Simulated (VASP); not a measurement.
Consider the following.

```
PbS
1.0
    0.00000     3.00519     3.00519
    3.00519     0.00000     3.00519
    3.00519     3.00519     0.00000
Pb S
1 1
Direct
  0.00000   0.00000   0.00000
  0.50000   0.50000   0.50000
```

All values below come from optB86b-vdW, VASP's PBE PAW potentials (set 64) (plane waves; VASP 6.6.1). Settings: 520 eV cut-off, 8×8×8 Γ-centred mesh, Gaussian smearing of 0.050 eV, potentials Pb_d S.

Unless said otherwise, spin-orbit coupling is left out, though it shifts the bands of the heavy elements here.

Problem. Predict the energy per atom (σ→0), pressure, band gap (on the k-mesh) with the smallest direct gap where there is one.

Solution. 
```yaml
band gap (on the k-mesh): 0.49 eV
smallest direct gap (on the k-mesh): 0.49 eV
energy per atom (σ→0): -206.3 kJ/mol of atoms
pressure: -15.7 kbar
```

Total energies compare only between runs with the same potentials, cut-off and functional.

The compound is PbS in the rock salt structure. This cell is one point of a volume scan, at 1.03 of the reference volume.
